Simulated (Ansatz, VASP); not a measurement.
**Cross-check of LaCuSeO between VASP and Ansatz**

One calculation is typed for both programs; each brings its own data sets. How far apart do they land? The cell is taken from a series of runs on this material, whose earlier steps may have relaxed, scaled, displaced or heated it; both programs get it as it stands.

Method: plane waves, with VASP 6.6.1 beside it; relaxation of cell and atoms at r2SCAN, in Ansatz 0.2.0.

**1. The starting structure**

It takes space group P4/nmm (No. 129, tetragonal). Conventional cell: a = 4.067 Å, b = 4.067 Å, c = 8.797 Å, α = 90.00°, β = 90.00°, γ = 90.00°. Nearest to La lie 4 O at 2.38 Å and 4 Se at 3.33 Å. Nearest to Cu lie 4 Se at 2.52 Å. Nearest to Se lie 4 Cu at 2.52 Å and 4 La at 3.33 Å. Nearest to O lie 4 La at 2.38 Å. Farther neighbours and most contacts between anions are not listed.

Structure file:

```xyz
8
Lattice="4.0671 0.0000 0.0000 0.0000 4.0671 0.0000 0.0000 0.0000 8.7975" Properties=species:S:1:pos:R:3 pbc="T T T"
La    2.0336    0.0000    1.2299
La    0.0000    2.0336    7.5676
Cu    2.0336    2.0336    4.3987
Cu    0.0000    0.0000    4.3987
Se    2.0336    0.0000    5.8926
Se    0.0000    2.0336    2.9049
O     2.0336    2.0336    0.0000
O     0.0000    0.0000    0.0000
```

**2. VASP: relaxation of cell and atoms, r2SCAN**

The relaxed volume is the usual yardstick between codes: in a stiff, nearly cubic crystal its relative difference is about their pressure difference at one cell divided by the bulk modulus.

Lines of VASP's logs that name or quote its potential files are left out, and so is its time.

Contents of INCAR:

```
SYSTEM = LaCuSeO
PREC = Accurate
ENCUT = 660
EDIFF = 1E-07
NELM = 200
ISMEAR = -1
SIGMA = 0.02
LREAL = .FALSE.
ALGO = Normal
METAGGA = R2SCAN
LASPH = .TRUE.
NBANDS = 42
LORBIT = 11
LWAVE = .FALSE.
LCHARG = .FALSE.
ISIF = 3
IBRION = 2
NSW = 80
EDIFFG = -0.005
GGA_COMPAT = .FALSE.
NELMIN = 4
EFERMI = MIDGAP
LMAXMIX = 6
LMIXTAU = .TRUE.
KPAR = 2
```

Contents of POSCAR:

```
LaCuSeO
1.0
    4.0671200000      0.0000000000      0.0000000000
    0.0000000000      4.0671200000      0.0000000000
    0.0000000000      0.0000000000      8.7975000000
La Cu Se O
2 2 2 2
Direct
    0.5000000000      0.0000000000      0.1397999432
    0.0000000000      0.5000000000      0.8601999432
    0.5000000000      0.5000000000      0.5000000000
    0.0000000000      0.0000000000      0.5000000000
    0.5000000000      0.0000000000      0.6697999432
    0.0000000000      0.5000000000      0.3301999432
    0.5000000000      0.5000000000      0.0000000000
    0.0000000000      0.0000000000      0.0000000000
```

Contents of KPOINTS:

```
Automatic mesh
0
Gamma
6 6 4
0 0 0
```

Potentials, in the order of the species: La, Cu, Se and O (PBE family, release 64).

Launch:

```
mpirun -np 2 vasp_std
```

Numbers of over 12 decimals in the logs are rounded to 6 here.

What it wrote:

```text
[banner, memory and clock lines left out]
running    2 mpi-ranks, on    1 nodes
 distrk:  each k-point on    1 cores,    2 groups
 distr:  one band on    1 cores,    1 groups

 POSCAR found type information on POSCAR LaCuSeO
 POSCAR found :  4 types and       8 ions
|                                                                             |
|               ----> ADVICE to this user running VASP <----                  |
|                                                                             |
|     You enforced a specific xc type in the INCAR file but a different       |
|     [... a line on the potential file left out ...]
|     I HOPE YOU KNOW WHAT YOU ARE DOING!                                     |
|                                                                             |

 LDA part: xc-table for (None), standard interpolation
 POSCAR, INCAR and KPOINTS ok, starting setup
 FFT: planning ... GRIDC
 FFT: planning ... GRID_SOFT
 FFT: planning ... GRID
 WAVECAR not read
 entering main loop
       N       E                     dE             d eps       ncg     rms          rms(c)
DAV:   1     0.721568493638E+03    0.72157E+03   -0.31291E+04  2520   0.293E+03
DAV:   2     0.782521334871E+02   -0.64332E+03   -0.61282E+03  3016   0.489E+02
DAV:   3    -0.123704801939E+03   -0.20196E+03   -0.19582E+03  4040   0.276E+02
DAV:   4    -0.160003333331E+03   -0.36299E+02   -0.35407E+02  4614   0.125E+02
DAV:   5    -0.163914548755E+03   -0.39112E+01   -0.38501E+01  4730   0.399E+01    0.218E+01
DAV:   6    -0.153755590019E+03    0.10159E+02   -0.22370E+02  3976   0.179E+02    0.183E+01
DAV:   7    -0.142706854724E+03    0.11049E+02   -0.59997E+01  4038   0.101E+02    0.697E+00
DAV:   8    -0.141327827941E+03    0.13790E+01   -0.10135E+01  4752   0.432E+01    0.322E+00
DAV:   9    -0.139298907213E+03    0.20289E+01   -0.34167E+00  4496   0.156E+01    0.144E+00
DAV:  10    -0.139682517018E+03   -0.38361E+00   -0.89698E-01  3872   0.669E+00    0.978E-01
DAV:  11    -0.139550970277E+03    0.13155E+00   -0.28525E-01  4694   0.613E+00    0.454E-01
DAV:  12    -0.139688357144E+03   -0.13739E+00   -0.89359E-02  3896   0.240E+00    0.338E-01
DAV:  13    -0.139701331199E+03   -0.12974E-01   -0.61118E-02  4704   0.206E+00    0.300E-01
DAV:  14    -0.139704655223E+03   -0.33240E-02   -0.16129E-02  4320   0.109E+00    0.156E-01
[...]
DAV:  20    -0.139706124602E+03   -0.48218E-06   -0.73841E-06  4488   0.224E-02    0.166E-02
DAV:  21    -0.139706124949E+03   -0.34682E-06   -0.13118E-06  4424   0.962E-03    0.177E-02
DAV:  22    -0.139706118195E+03    0.67543E-05   -0.62077E-05  4608   0.680E-02    0.537E-03
DAV:  23    -0.139706122707E+03   -0.45123E-05   -0.31382E-05  4622   0.341E-02    0.150E-02
DAV:  24    -0.139706120543E+03    0.21641E-05   -0.56365E-06  4632   0.241E-02    0.954E-03
DAV:  25    -0.139706119450E+03    0.10928E-05   -0.45247E-06  4460   0.115E-02    0.505E-03
DAV:  26    -0.139706119458E+03   -0.79363E-08   -0.18270E-06  4808   0.126E-02    0.243E-03
DAV:  27    -0.139706119404E+03    0.53944E-07   -0.35738E-07  2800   0.526E-03
   1 F= -.13970612E+03 E0= -.13970612E+03  d E =-.139706E+03
[... from here on, the cycles between the ionic steps are left out ...]
   2 F= -.13970898E+03 E0= -.13970898E+03  d E =-.285665E-02
   3 F= -.13970993E+03 E0= -.13970993E+03  d E =-.381347E-02
   4 F= -.13971182E+03 E0= -.13971182E+03  d E =-.188483E-02
   5 F= -.13971221E+03 E0= -.13971221E+03  d E =-.227446E-02
   6 F= -.13971223E+03 E0= -.13971223E+03  d E =-.230083E-02
   7 F= -.13971234E+03 E0= -.13971234E+03  d E =-.103553E-03
 trial-energy change:   -0.000104  1 .order   -0.000108   -0.000161   -0.000055
 step:   1.6367(harm=  1.6367)  dis= 0.00215  next Energy=  -139.712357 (dE=-0.123E-03)
 bond charge predicted
       N       E                     dE             d eps       ncg     rms          rms(c)
DAV:   1    -0.139712434843E+03   -0.97522E-04   -0.65753E-03  3864   0.837E-01    0.902E-02
DAV:   2    -0.139712386670E+03    0.48173E-04   -0.15859E-03  3868   0.735E-01    0.320E-02
DAV:   3    -0.139712353313E+03    0.33357E-04   -0.27602E-04  4036   0.334E-01    0.175E-02
DAV:   4    -0.139712349371E+03    0.39424E-05   -0.60418E-05  4126   0.626E-02    0.815E-03
DAV:   5    -0.139712347706E+03    0.16648E-05   -0.11633E-05  4788   0.407E-02    0.413E-03
DAV:   6    -0.139712346610E+03    0.10957E-05   -0.40519E-06  3964   0.156E-02    0.206E-03
DAV:   7    -0.139712345846E+03    0.76402E-06   -0.21068E-06  3738   0.101E-02    0.112E-03
DAV:   8    -0.139712346178E+03   -0.33169E-06   -0.74476E-07  3312   0.700E-03    0.714E-04
DAV:   9    -0.139712345951E+03    0.22682E-06   -0.72096E-08  1950   0.469E-03    0.244E-04
DAV:  10    -0.139712345916E+03    0.34838E-07   -0.88614E-08  1848   0.303E-03
   8 F= -.13971235E+03 E0= -.13971235E+03  d E =-.112210E-03
 curvature:  -0.86 expect dE=-0.113E-04 dE for cont linesearch -0.623E-06
 trial: gam= 0.15576 g(F)=  0.747E-06 g(S)=  0.124E-04 ort =-0.107E-04 (trialstep = 0.119E+01)
 search vector abs. value=  0.136E-04
 reached required accuracy - stopping structural energy minimisation
```

Parts of OUTCAR (step 2):

```text
ion  position               nearest neighbor table
   1  0.500  0.000  0.140-   7 2.38   8 2.38   7 2.38   8 2.38
   2  0.000  0.500  0.860-   7 2.38   8 2.38   8 2.38   7 2.38
   3  0.500  0.500  0.500-   5 2.52   5 2.52   6 2.52   6 2.52
   4  0.000  0.000  0.500-   5 2.52   5 2.52   6 2.52   6 2.52
   5  0.500  0.000  0.670-   3 2.52   4 2.52   3 2.52   4 2.52
   6  0.000  0.500  0.330-   3 2.52   4 2.52   4 2.52   3 2.52
   7  0.500  0.500  0.000-   1 2.38   1 2.38   2 2.38   2 2.38
   8  0.000  0.000  0.000-   1 2.38   1 2.38   2 2.38   2 2.38

  LATTYP: Found a simple tetragonal cell.
 ALAT       =     4.0671200000
 C/A-ratio  =     2.1630785421

 Subroutine GETGRP returns: Found 16 space group operations
 (whereof  8 operations were pure point group operations)

The static configuration has the point symmetry D_2d.
 The point group associated with its full space group is D_4h.

 Found     30 irreducible k-points:

   k-points           NKPTS =     30   k-points in BZ     NKDIM =     30   number of bands    NBANDS=     42

   dimension x,y,z NGX =    36 NGY =   36 NGZ =   80
   dimension x,y,z NGXF=    72 NGYF=   72 NGZF=  160

   ENCUT  =  660.0 eV  48.51 Ry    6.96 a.u.   8.52  8.52 18.43*2*pi/ulx,y,z

   NELECT =      68.0000    total number of electrons

 k-points in reciprocal lattice and weights: Automatic mesh
   0.00000000  0.00000000  0.00000000       0.007
   0.16666667  0.00000000  0.00000000       0.028
   0.33333333  0.00000000  0.00000000       0.028
   0.50000000  0.00000000  0.00000000       0.014
   0.16666667  0.16666667  0.00000000       0.028
   0.33333333  0.16666667  0.00000000       0.056
   0.50000000  0.16666667  0.00000000       0.028
   0.33333333  0.33333333  0.00000000       0.028
   0.50000000  0.33333333  0.00000000       0.028
[...]
0.50000000  0.33333333  0.50000000       0.028
   0.50000000  0.50000000  0.50000000       0.007

 average (electrostatic) potential at core
       1-101.9711       2-101.9711       3 -69.0466       4 -69.0466       5 -55.6831
       6 -55.6831       7 -71.6302       8 -71.6302

 E-fermi :   7.8747

 k-point     1 :       0.0000    0.0000    0.0000
  band No.  band energies     occupation
    ...
     30       5.3998      2.00000
     31       5.5780      2.00000
     32       6.4187      2.00000
     33       6.9390      2.00000
     34       6.9390      2.00000
     35       8.8105      0.00000
     36       9.0128      0.00000
     37       9.3370      0.00000
     38       9.4948      0.00000
     39      10.2222      0.00000
    ...

 k-point     2 :       0.1667    0.0000    0.0000
  band No.  band energies     occupation
    ...
     30       5.2304      2.00000
     31       5.7457      2.00000
     32       6.3751      2.00000
     33       6.4155      2.00000
     34       6.8367      2.00000
     35       9.1658      0.00000
     36       9.3434      0.00000
     37       9.8409      0.00000
     38      10.0464      0.00000
     39      10.1661      0.00000
    ...

 k-point     3 :       0.3333    0.0000    0.0000
  band No.  band energies     occupation
    ...
     30       4.9661      2.00000
     31       5.9706      2.00000
     32       6.0843      2.00000
     33       6.1675      2.00000
     34       6.5645      2.00000
     35       9.3710      0.00000
     36       9.5197      0.00000
     37       9.7578      0.00000
     38      10.0263      0.00000
     39      10.2886      0.00000
    ...

  Total       -0.0305554     -0.0305554     -0.0137330      0.0000000      0.0000000      0.0000000
  in kB       -0.3381320     -0.3381320     -0.1519725      0.0000000      0.0000000      0.0000000
  external PRESSURE =      -0.2760789 kB  Pullay stress =       0.0000000 kB

  energy-cutoff  :      660.00
  volume of cell :      144.78
      direct lattice vectors                 reciprocal lattice vectors
     4.055007608  0.000000000  0.000000000     0.246608662  0.000000000  0.000000000
     0.000000000  4.055007608  0.000000000     0.000000000  0.246608662  0.000000000
     0.000000000  0.000000000  8.804997463    -0.000000000  0.000000000  0.113571867

 POSITION                                       TOTAL-FORCE (eV/Angst)
 -----------------------------------------------------------------------------------
      2.02750      0.00000      1.23474         0.000000      0.000000     -0.002701
      0.00000      2.02750      7.57026         0.000000      0.000000      0.002701
      2.02750      2.02750      4.40250        -0.000000     -0.000000      0.000000
      0.00000      0.00000      4.40250         0.000000      0.000000      0.000000
      2.02750      0.00000      5.87636         0.000000     -0.000000     -0.000668
      0.00000      2.02750      2.92864         0.000000      0.000000      0.000668
      2.02750      2.02750      0.00000         0.000000     -0.000000      0.000000
      0.00000      0.00000      0.00000         0.000000      0.000000      0.000000
 -----------------------------------------------------------------------------------
    total drift:                                0.000000      0.000000      0.001391

  FREE ENERGIE OF THE ION-ELECTRON SYSTEM (eV)
  ---------------------------------------------------
  free  energy   TOTEN  =      -139.7123459162 eV

  energy  without entropy=     -139.7123459162  energy(sigma->0) =     -139.71234592

 reached required accuracy - stopping structural energy minimisation

 total charge
# of ion       s       p       d       f       tot
--------------------------------------------------
    1        1.994   5.703   0.622   0.225   8.543
    2        1.994   5.703   0.622   0.225   8.543
    3        0.330   0.324   9.315   0.000   9.969
    4        0.330   0.324   9.315   0.000   9.969
    5        1.425   2.468   0.046   0.000   3.939
    6        1.425   2.468   0.046   0.000   3.939
    7        1.569   3.501   0.000   0.000   5.070
    8        1.569   3.501   0.000   0.000   5.070
--------------------------------------------------
tot         10.637  23.991  19.966   0.449  55.043

[... 3 further parts left out ...]
```

This run has no spin polarisation, so a moment on Cu, if there is one, isn't seen.

(Continued in part 2 of 2.)

[Lines on the potential files, build, host, timing and source positions are cut from VASP's logs without a mark.]

[Logs are printed without paths, hosts, clocks, repeated set-up lines and the standing remarks that a program may print on its own settings, such as how far it seeks lower states.]

[Hosts, paths, dates, database ids (printed as entryN), source tags and the programs' standing remarks are cut or masked in the printed files.]
